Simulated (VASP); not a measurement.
```
AlCo
1.0
    2.91720     0.00000     0.00000
    0.00000     2.91720     0.00000
    0.00000     0.00000     2.91720
Al Co
1 1
Direct
  0.50000   0.50000   0.50000
  0.00000   0.00000   0.00000
```

The numbers are results of PBE GGA + U (Dudarev), VASP's PBE PAW potentials (set 64) (plane waves; VASP), not measurements. Settings: 400 eV cut-off, 11×11×11 Γ-centred mesh, first-order Methfessel-Paxton smearing of 0.10 eV, potentials Al Co, U − J: Co 4.00 eV.

Problem. Estimate the energy per atom (σ→0), pressure, band gap (on the k-mesh) with the smallest direct gap where there is one.

Solution. 
```yaml
band gap (on the k-mesh): none (metal, semimetal or under 0.01 eV)
energy per atom (σ→0): -4.222 eV/atom
pressure: -15.47 GPa
```

Only differences to runs with the same potentials and settings are physical.

The compound is CoAl in the CsCl type structure. The cell was not relaxed at this level. The run is one of a series of settings (LDAU = .TRUE., LDAUJ = 0 0, LDAUL = -1 2, LDAUTYPE = 2, LDAUU = 0 4.0 against the base run), some of them coarse on purpose. The run is not spin-polarised, so no magnetic state was tried.
